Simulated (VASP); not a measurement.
Consider the following.

```
CELL_PARAMETERS angstrom
      5.60979     0.00000     0.00000
      0.00000     5.60979     0.00000
      0.00000     0.00000    20.11695
ATOMIC_POSITIONS crystal
  Pt 0.24960 0.24960 0.35526
  Pt 0.75040 0.24960 0.35526
  Pt 0.24960 0.75040 0.35526
  Pt 0.75040 0.75040 0.35526
  Pt 0.00000 0.00000 0.45067
  Pt 0.50000 0.00000 0.45158
  Pt 0.00000 0.50000 0.45158
  Pt 0.50000 0.50000 0.45055
  Pt 0.24809 0.24809 0.54862
  Pt 0.75191 0.24809 0.54862
  Pt 0.24809 0.75191 0.54862
  Pt 0.75191 0.75191 0.54862
  Pt 0.00000 0.00000 0.65264
  Pt 0.50000 0.00000 0.64303
  Pt 0.00000 0.50000 0.64303
  Pt 0.50000 0.50000 0.64416
  Cl 0.00000 0.00000 0.76485
```

The numbers are results of PBE GGA, VASP's PBE PAW potentials (set 64) (plane waves; VASP), not measurements. Run with PREC = Normal, 400 eV cut-off, 5×5×1 Γ-centred mesh, first-order Methfessel-Paxton smearing of 0.10 eV, potentials Pt Cl.

Unless said otherwise, spin-orbit coupling is left out, though it shifts the bands of the heavy elements here.

Estimate the energy per atom (σ→0), band gap (on the k-mesh) with the smallest direct gap where there is one.

| Quantity | Value |
|---|---|
| band gap (on the k-mesh) | none (metal, semimetal or under 0.01 eV) |
| energy per atom (σ→0) | -5.493 eV/atom |

Total energies compare only between runs with the same potentials, cut-off and functional.

The cell is a thin slab with vacuum, built from Pt (fcc): (100) face, Cl adsorbed.
